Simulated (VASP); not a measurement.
# K3Pt2I10 (a cell with a defect) in VASP: further runs, part 2 of 3

VASP 6.6.1. The steps go on from the part before.

### 3 Single point, PBEsol

INCAR reads:

```
SYSTEM = K3Pt2I10
PREC     = Accurate       ! precision mode
ENCUT    = 520            ! plane-wave cutoff, eV
EDIFF    = 1E-6           ! SCF threshold, eV
ISMEAR   = -1             ! smearing method
SIGMA    = 0.05           ! smearing width, eV
LREAL    = Auto         
LASPH    = .TRUE.         ! aspherical terms in the spheres
NELM     = 100            ! most SCF steps
ALGO     = Fast           ! electronic algorithm
ISIF     = 2              ! what is computed and relaxed
LWAVE    = .FALSE.        ! write WAVECAR
LCHARG   = .TRUE.         ! write CHGCAR
GGA      = PS             ! functional
LELF     = .TRUE.         ! ELF
LVHAR    = .TRUE.       
NELECT   = 118.0        
NBANDS   = 72             ! bands
```

KPOINTS reads:

```
regular mesh
0
G
  2 2 1
  0 0 0
```

POSCAR reads:

```
K3Pt2I10
1.0
    6.4264670000     -4.6059980000      0.0000000000
    6.4264670000      4.6059980000      0.0000000000
    0.0000000000      0.0000000000     11.5249780000
K Pt I
3 2 10
Direct
    0.0586892049      0.5460754348      0.2346815760
    0.9238441996      0.4819204297      0.7439233290
    0.4580734377      0.9016472300      0.2540742377
   -0.0098916435     -0.0179463583      0.4977189544
   -0.0065188030      0.0032510666      0.0026377491
    0.7190782342      0.3107411051      0.5204782170
    0.2994330308      0.7168018616      0.4677752964
    0.7241583087      0.2991255579      0.9774769201
    0.2926873409      0.7108811829      0.0232538405
    0.1915208335      0.2327713942      0.5061614868
    0.2071425852      0.2148933484      0.0107939469
    0.7980809262      0.7844682412      0.5012157073
    0.7983181162      0.7796250990      0.0024034753
    0.9443153824      0.0452485569      0.2500221692
    0.0276772018      0.9694492130      0.7515936256
```

Potentials or basis: VASP PAW PBE potentials, release 64 (K_sv, Pt, I).

Run with:

```
cat potpaw_PBE.64/K_sv/POTCAR potpaw_PBE.64/Pt/POTCAR potpaw_PBE.64/I/POTCAR > POTCAR
mpirun -np 1 vasp_std > vasp.out
```

OUTCAR:

```text
SYSTEM = K3Pt2I10
   PREC = Accurate
   ENCUT = 520
   EDIFF = 1E-6
   ISMEAR = -1
   LREAL = Auto
   LASPH = .TRUE.
   NELM = 100
   ISIF = 2
   GGA = PS
   NELECT = 118.0

 ion  position               nearest neighbor table
   1  0.059  0.546  0.235-  13 3.52   9 3.55  11 3.59
   2  0.924  0.482  0.744-   6 3.53  12 3.61  10 3.63   8 3.65
   3  0.458  0.902  0.254-   7 3.31   9 3.51
   4  0.990  0.982  0.498-  12 2.50   7 2.68   6 2.80  14 2.90  10 2.92  15 2.94
   5  0.993  0.003  0.003-   8 2.62  13 2.69  11 2.73   9 2.74  14 2.88  15 2.91
   6  0.719  0.311  0.520-   4 2.80   2 3.53
   7  0.299  0.717  0.468-   4 2.68   3 3.31
   8  0.724  0.299  0.977-   5 2.62   2 3.65
   9  0.293  0.711  0.023-   5 2.74   3 3.51   1 3.55
  10  0.192  0.233  0.506-   4 2.92   2 3.63
  11  0.207  0.215  0.011-   5 2.73   1 3.59
  12  0.798  0.784  0.501-   4 2.50   2 3.61
  13  0.798  0.780  0.002-   5 2.69   1 3.52
  14  0.944  0.045  0.250-   5 2.88   4 2.90
  15  0.028  0.969  0.752-   5 2.91   4 2.94

  LATTYP: Found a base centered orthorhombic cell.
 ALAT       =     9.2119960000
 B/A-ratio  =     1.3952387734
 C/A-ratio  =     1.2510836957

  Lattice vectors:

 A1 = (  -6.4264670000,  -4.6059980000,   0.0000000000)
 A2 = (   6.4264670000,  -4.6059980000,   0.0000000000)
 A3 = (   0.0000000000,   0.0000000000,  11.5249780000)

Analysis of symmetry for initial positions (statically):
=====================================================================
 Subroutine PRICEL returns:
 Original cell was already a primitive cell.

 Routine SETGRP: Setting up the symmetry group for a
 base centered orthorhombic supercell.

 Subroutine GETGRP returns: Found  1 space group operations
 (whereof  1 operations were pure point group operations)
 out of a pool of  8 trial point group operations.

The static configuration has the point symmetry C_1 .

Analysis of symmetry for dynamics (positions and initial velocities):
=====================================================================
 Subroutine PRICEL returns:
 Original cell was already a primitive cell.

 Routine SETGRP: Setting up the symmetry group for a
 base centered orthorhombic supercell.

 Subroutine GETGRP returns: Found  1 space group operations
 (whereof  1 operations were pure point group operations)
 out of a pool of  8 trial point group operations.

The dynamic configuration has the point symmetry C_1 .

 Subroutine INISYM returns: Found  1 space group operations
 (whereof  1 operations are pure point group operations),
 and found     1 'primitive' translations

----------------------------------------------------------------------------------------

                                     Primitive cell

  volume of cell :     682.2855

  direct lattice vectors                    reciprocal lattice vectors
     6.426467000 -4.605998000  0.000000000     0.077803247 -0.108554107  0.000000000
[... 75 lines left out ...]
   total plane-waves  NPLWV = 324000
   dimension x,y,z NGX =    60 NGY =   60 NGZ =   90
   dimension x,y,z NGXF=   120 NGYF=  120 NGZF=  180
   ions per type =               3   2  10
   NGX,Y,Z   is equivalent  to a cutoff of  12.62, 12.62, 12.98 a.u.
   NGXF,Y,Z  is equivalent  to a cutoff of  25.23, 25.23, 25.96 a.u.
 SYSTEM =  K3Pt2I10
   PREC   = accura    normal or accurate (medium, high low for compatibility)
   ISTART =      0    job   : 0-new  1-cont  2-samecut
   ICHARG =      2    charge: 1-file 2-atom 10-const
   ISPIN  =      1    spin polarized calculation?
   LNONCOLLINEAR =      F non collinear calculations
   LSORBIT =      F    spin-orbit coupling
   LASPH  =      T    aspherical Exc in radial PAW
   ENCUT  =  520.0 eV  38.22 Ry    6.18 a.u.  14.70 14.70 21.43*2*pi/ulx,y,z
   NELM   =    100;   NELMIN=  2; NELMDL= -5     # of ELM steps
   EDIFF  = 0.1E-05   stopping-criterion for ELM
   LREAL  =      T    real-space projection
   EDIFFG = 0.1E-04   stopping-criterion for IOM
   NSW    =      0    number of steps for IOM
   IBRION =     -1    ionic relax: 0-MD 1-quasi-New 2-CG
   NFREE  =      0    steps in history (QN), initial steepest desc. (CG)
   ISIF   =      2    stress and relaxation
   ISYM   =      2    0-nonsym 1-usesym 2-fastsym
   POTIM  = 0.5000    time-step for ionic-motion
   TEBEG  =    0.0;   TEEND  =   0.0 temperature during run
   PSTRESS=    0.0 pullay stress
   NELECT =     118.0000    total number of electrons
   NUPDOWN=      -1.0000    fix difference up-down
   EMIN   =  10.00;   EMAX   =-10.00  energy-range for DOS
   EFERMI =   0.00;   METHOD = LEGACY
   ISMEAR =    -1;   SIGMA  =   0.05  broadening in eV -4-tet -1-fermi 0-gaus
   EFERMI_NEDOS =   21; number of points for ismear=-14 and -15
   IALGO  =     68    algorithm
   IMIX   =      4    mixing-type and parameters
     AMIX     =   0.40;   BMIX     =  1.00
     AMIX_MAG =   1.60;   BMIX_MAG =  1.00
  volume/ion in A,a.u.               =      45.49       306.95
  Fermi-wavevector in a.u.,A,eV,Ry     =   0.912109  1.723636 11.319272  0.831943
  Thomas-Fermi vector in A             =   2.036467
   LORBIT       =      0    0 simple, 1 ext, 2 COOP (PROOUT), +10 PAW based schemes
   GGA     = PS    functional components
   LHFCALC =     F    Hartree Fock is set to
   AEXX    =    0.0000 exact exchange contribution
   IVDW    =     0    specifies the selected vdW correction
   LEPSILON=     F    determine dielectric tensor
   LRPA    =     F    only Hartree local field effects (RPA)
 non-spin polarized calculation
 RMM-DIIS sequential band-by-band and
  energy-cutoff  :      520.00
  volume of cell :      682.29
 maximum number of plane-waves:     18392
 NGX is ok and might be reduce to    60
   NGX = 29   NGY = 29   NGZ = 43

 number of electron     118.0000002 magnetization

 Free energy of the ion-electron system (eV)
  ---------------------------------------------------
  ext. energy  EPLUGINS =         0.00000000
  ---------------------------------------------------
  free energy    TOTEN  =       -42.91896750 eV

  energy without entropy =      -42.91454994  energy(sigma->0) =      -42.91675872

 E-fermi :   1.3900     XC(G=0):  -7.3536

 val. band max:        1.1848769164   @ k =   0.0000   0.0000   0.0000
 cond. band min:       1.6017310310   @ k =   0.5000   0.5000   0.0000
 fundamental gap:      0.4168541147
 Fermi energy:         1.3900426590

 k-point     1 :       0.0000    0.0000    0.0000
  band No.  band energies     occupation
      1     -28.7851      2.00000
      2     -28.6754      2.00000
      3     -28.5652      2.00000
      4     -12.3871      2.00000
      5     -12.3578      2.00000
      6     -12.3407      2.00000
[... 285 lines left out ...]
     70       6.2988      0.00000
     71       6.7040      0.00000
 [bands above 71 left out]

------------------------ aborting loop because EDIFF is reached ----------------------------------------

  FORCE on cell =-STRESS in cart. coord.  units (eV):
  Direction    XX          YY          ZZ          XY          YZ          ZX
  --------------------------------------------------------------------------------------
  -------------------------------------------------------------------------------------
  Total        2.4189096      0.6918562      0.1201685     -2.4091031     -0.4650188     -0.7827330
  in kB        5.6802062      1.6246519      0.2821858     -5.6571779     -1.0919808     -1.8380534
  external PRESSURE =       2.5290146 kB  Pullay stress =       0.0000000 kB

 VOLUME and BASIS-vectors are now :
 -----------------------------------------------------------------------------
  energy-cutoff  :      520.00
  volume of cell :      682.29
      direct lattice vectors                 reciprocal lattice vectors
     6.426467000 -4.605998000  0.000000000     0.077803247 -0.108554107  0.000000000
     6.426467000  4.605998000  0.000000000     0.077803247  0.108554107  0.000000000
     0.000000000  0.000000000 11.524978000     0.000000000  0.000000000  0.086768062

 POSITION                                       TOTAL-FORCE (eV/Angst)
 -----------------------------------------------------------------------------------
      3.88650      2.24490      2.70470        -0.012912     -0.012245      0.147300
      9.03410     -2.03550      8.57370         0.004191     -0.113761      0.058871
      8.73820      2.04310      2.92820         0.227747      0.180514     -0.128777
     12.67403     -0.03710      5.73620         3.043362      0.930292      0.210072
      6.40547     -4.56100      0.03040         0.501567     -0.468812      0.036199
      6.61810     -1.88080      5.99850        -0.612071     -0.603699      0.012241
      6.53080      1.92240      5.39110        -0.446692      0.291852      0.112060
      6.57610     -1.95770     11.26540        -0.222433      0.071552     -0.056566
      6.44940      1.92620      0.26800        -0.071015      0.410127      0.095578
      2.72670      0.19000      5.83350        -0.759545     -0.389442     -0.268857
      2.71220      0.03570      0.12440        -0.480976     -0.083508     -0.035849
     10.17020     -0.06270      5.77650        -1.160134     -0.021731     -0.164081
     10.14060     -0.08610      0.02770         0.291843      0.190583      0.003276
      6.35940     -4.14110      2.88150        -0.136781     -0.432026      0.039849
      6.40800      4.33780      8.66210        -0.166151      0.050303     -0.061315
 -----------------------------------------------------------------------------------
    total drift:                               -0.003247      0.010666      0.007071

  FREE ENERGIE OF THE ION-ELECTRON SYSTEM (eV)
  ---------------------------------------------------
  free  energy   TOTEN  =       -42.9189675043 eV

  energy  without entropy=      -42.9145499446  energy(sigma->0) =      -42.91675872
```

Run time: 14 min. Hardware: 1 thread of Intel Xeon Platinum 8375C at 2.90GHz (Ice Lake), shared host; peak memory 0.72 GiB.

Results:

```yaml
Free_energy: -42.9190 eV
Largest_force: 3.189 eV/Å
Band_gap_on_the_k_mesh: 0.42 eV, indirect (least direct gap 0.73 eV)
```

Forces on the atoms (eV/Å):
```
K   -0.013 -0.012  0.147
K    0.004 -0.114  0.059
K    0.228  0.181 -0.129
Pt   3.043  0.930  0.210
Pt   0.502 -0.469  0.036
I   -0.612 -0.604  0.012
I   -0.447  0.292  0.112
I   -0.222  0.072 -0.057
I   -0.071  0.410  0.096
I   -0.760 -0.389 -0.269
I   -0.481 -0.084 -0.036
I   -1.160 -0.022 -0.164
I    0.292  0.191  0.003
I   -0.137 -0.432  0.040
I   -0.166  0.050 -0.061
```

Caveat: the cell carries a net charge on a neutralising background, which shifts energy and pressure; the cell is charged against a uniform background, so pressure and absolute levels hang on convention; the PAW data sets were made with another functional, which shifts forces and pressure a little; spin-orbit coupling is left out, which moves the levels of the heavy elements. PBEsol gaps usually lie below the measured ones, often by a third to a half.

### 4 Single point, PBEsol

INCAR reads:

```
SYSTEM = K3Pt2I10
ALGO = Fast ; EDIFF = 1E-6
ENCUT = 520 ; GGA = PS
ISIF = 2 ; ISMEAR = -1
LASPH = .TRUE. ; LCHARG = .FALSE.
LREAL = Auto ; LWAVE = .FALSE.
NBANDS = 72 ; NELECT = 118.0
NELM = 100 ; PREC = Accurate
SIGMA = 0.05
```

KPOINTS reads:

```
k-points
0
G
  2 2 1
  0 0 0
```

POSCAR reads:

```
K3Pt2I10
1.0
    6.4264670000     -4.6059980000      0.0000000000
    6.4264670000      4.6059980000      0.0000000000
    0.0000000000      0.0000000000     11.5249780000
K Pt I
3 2 10
Direct
    0.0634697297      0.5637956091      0.2526252111
    0.9191777387      0.5074537215      0.7478973062
    0.4659801790      0.8897102805      0.2497011274
   -0.0019814254     -0.0059545058      0.5049901180
   -0.0064445189      0.0012628227      0.0019262510
    0.7205882119      0.3043917654      0.5310552437
    0.3195755929      0.7146474102      0.4700312660
    0.7254048655      0.2977233945      0.9722448060
    0.2922594631      0.6977090530      0.0266725021
    0.1885387499      0.2148088438      0.5118621485
    0.2044570052      0.2004622140      0.0043731103
    0.8010600486      0.7915724196      0.4954629848
    0.8045801361      0.7569465939      0.0157570800
    0.9493346536      0.0563034365      0.2504473327
    0.0380448231      0.9585836510      0.7553940667
```

Potentials or basis: VASP PAW PBE potentials, release 64 (K_sv, Pt, I).

Run with:

```
cat potpaw_PBE.64/K_sv/POTCAR potpaw_PBE.64/Pt/POTCAR potpaw_PBE.64/I/POTCAR > POTCAR
mpirun -np 1 vasp_std > vasp.out
```

OUTCAR:

```text
SYSTEM = K3Pt2I10
   EDIFF = 1E-6
   ENCUT = 520
   GGA = PS
   ISIF = 2
   ISMEAR = -1
   LASPH = .TRUE.
   LREAL = Auto
   NELECT = 118.0
   NELM = 100
   PREC = Accurate

 ion  position               nearest neighbor table
   1  0.063  0.564  0.253-  13 3.46   9 3.52  12 3.60   7 3.65
   2  0.919  0.507  0.748-   6 3.59  12 3.61  13 3.62   8 3.66
   3  0.466  0.890  0.250-   7 3.28   9 3.48
[... 521 lines left out ...]
  energy-cutoff  :      520.00
  volume of cell :      682.29
      direct lattice vectors                 reciprocal lattice vectors
     6.426467000 -4.605998000  0.000000000     0.077803247 -0.108554107  0.000000000
     6.426467000  4.605998000  0.000000000     0.077803247  0.108554107  0.000000000
     0.000000000  0.000000000 11.524978000     0.000000000  0.000000000  0.086768062

 POSITION                                       TOTAL-FORCE (eV/Angst)
 -----------------------------------------------------------------------------------
      4.03110      2.30450      2.91150        -0.037148     -0.088563      0.102080
      9.16820     -1.89640      8.61950         0.011892     -0.121164      0.010170
      8.71230      1.95170      2.87780         0.248454      0.195303     -0.175231
     12.80193     -0.01830      5.82000         1.330092      0.272363     -0.200636
      6.39317     -4.57050      0.02220        -0.296341     -0.804826      0.309527
      6.58700     -1.91700      6.12040        -0.480905     -0.541094      0.000043
      6.64640      1.81970      5.41710        -0.526216      0.692267      0.189225
      6.57510     -1.96990     11.20510        -0.288932     -0.028329     -0.035718
      6.36200      1.86750      0.30740         0.010192      0.582179      0.062702
      2.59210      0.12100      5.89920         0.246711     -0.214085     -0.129353
      2.60220     -0.01840      0.05040         0.081969     -0.015874     -0.002625
     10.23500     -0.04370      5.71020        -0.629745     -0.041168     -0.046518
     10.03510     -0.21940      0.18160         0.649660      0.387102     -0.124263
      6.46270     -4.11330      2.88640        -0.117573     -0.418487      0.077409
      6.40480      4.24000      8.70590        -0.202110      0.144375     -0.036813
 -----------------------------------------------------------------------------------
    total drift:                               -0.011166     -0.009794     -0.003075

  FREE ENERGIE OF THE ION-ELECTRON SYSTEM (eV)
  ---------------------------------------------------
  free  energy   TOTEN  =       -43.0306805127 eV

  energy  without entropy=      -43.0295757863  energy(sigma->0) =      -43.03012815
```

OSZICAR:

```text
N       E                     dE             d eps       ncg     rms          rms(c)
DAV:   1     0.808414216218E+03    0.80841E+03   -0.46390E+04   576   0.134E+03
DAV:   2     0.348632912686E+02   -0.77355E+03   -0.75102E+03   744   0.273E+02
DAV:   3    -0.424160470451E+02   -0.77279E+02   -0.76759E+02   736   0.833E+01
[... 14 lines left out ...]
RMM:  18    -0.430306726405E+02   -0.76120E-05   -0.61138E-05   990   0.199E-02    0.361E-03
RMM:  19    -0.430306767813E+02   -0.41408E-05   -0.31511E-05   973   0.150E-02    0.110E-03
RMM:  20    -0.430306787416E+02   -0.19603E-05   -0.17972E-05   872   0.112E-02    0.172E-03
RMM:  21    -0.430306798585E+02   -0.11169E-05   -0.92593E-06   821   0.866E-03    0.147E-03
RMM:  22    -0.430306805127E+02   -0.65425E-06   -0.58742E-06   661   0.694E-03
   1 F= -.43030681E+02 E0= -.43030128E+02  d E =-.110473E-02
```

It took 14 min on 1 thread of Intel Xeon Platinum 8375C at 2.90GHz (Ice Lake), shared host; peak memory 0.72 GiB.

Results:

- Free energy: -43.0307 eV
- Largest force: 1.372 eV/Å
- Band gap on the k mesh: 0.61 eV, indirect (least direct gap 0.81 eV)

Forces in eV/Å, atoms in the order of the input:
```
K   -0.037 -0.089  0.102
K    0.012 -0.121  0.010
K    0.248  0.195 -0.175
Pt   1.330  0.272 -0.201
Pt  -0.296 -0.805  0.310
I   -0.481 -0.541  0.000
I   -0.526  0.692  0.189
I   -0.289 -0.028 -0.036
I    0.010  0.582  0.063
I    0.247 -0.214 -0.129
I    0.082 -0.016 -0.003
I   -0.630 -0.041 -0.047
I    0.650  0.387 -0.124
I   -0.118 -0.418  0.077
I   -0.202  0.144 -0.037
```

Caveat: the cell carries a net charge on a neutralising background, which shifts energy and pressure; the cell is charged against a uniform background, so pressure and absolute levels hang on convention; the PAW data sets were made with another functional, which shifts forces and pressure a little; spin-orbit coupling is left out, which moves the levels of the heavy elements.

(Part 2 of 3 ends here.)
